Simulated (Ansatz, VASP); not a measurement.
Two plane-wave programs on H16SO10

```
O H S
1.0
     6.30967    0.00000    0.00000
     0.00000    6.30967    0.00000
     0.00000    0.00000    6.30967
O H S
10 16 1
Direct
  0.66505 0.14435 0.58185
  0.93274 0.00080 0.16466
  0.19599 0.34670 0.19129
  0.55537 0.43640 0.88336
  0.50015 0.98974 0.10187
  0.88457 0.53273 0.63400
  0.09639 0.96580 0.57777
  0.21435 0.73062 0.92931
  0.73468 0.57977 0.22335
  0.43565 0.61161 0.47383
  0.61549 0.21154 0.71361
  0.79262 0.06549 0.62089
  0.01160 0.13646 0.16244
  0.01471 0.90153 0.07538
  0.17493 0.46466 0.09111
  0.25438 0.41927 0.31596
  0.43001 0.52675 0.86273
  0.60353 0.46797 0.02950
  0.43502 0.12771 0.13077
  0.65589 0.01099 0.10987
  0.85391 0.39950 0.55654
  0.78167 0.51765 0.75312
  0.21340 0.06690 0.56861
  0.04926 0.94772 0.42917
  0.17074 0.77004 0.78402
  0.33105 0.82925 0.97034
  0.64097 0.69473 0.40279
```

Alike in both runs: functional PBE; dispersion D3(BJ); k mesh 1 × 1 × 1; occupations fermi-dirac, width 0.05 eV; no spin polarisation.

Ansatz relaxed the structure, and its values are those at the end. VASP's run is a single point on that final structure, the one shown.

|  | VASP | Ansatz |
| --- | --- | --- |
| version | VASP 6.6.1 | Ansatz 0.2.0 |
| potentials or method | VASP PAW PBE potentials, release 64 (O, H, S) | scalar-relativistic, plane waves, PAW |
| plane-wave cutoff (eV) | 520 | 420 |
| valence electrons in the cell | 82 | 82 |

|  | VASP | Ansatz | Ansatz less VASP |
| --- | --- | --- | --- |
| rms of the force components (eV/Å) | 0.088 | 0.082 | -0.0056 |
| dispersion energy (meV/atom) | -48.7 | -48.7 | -0.01 |
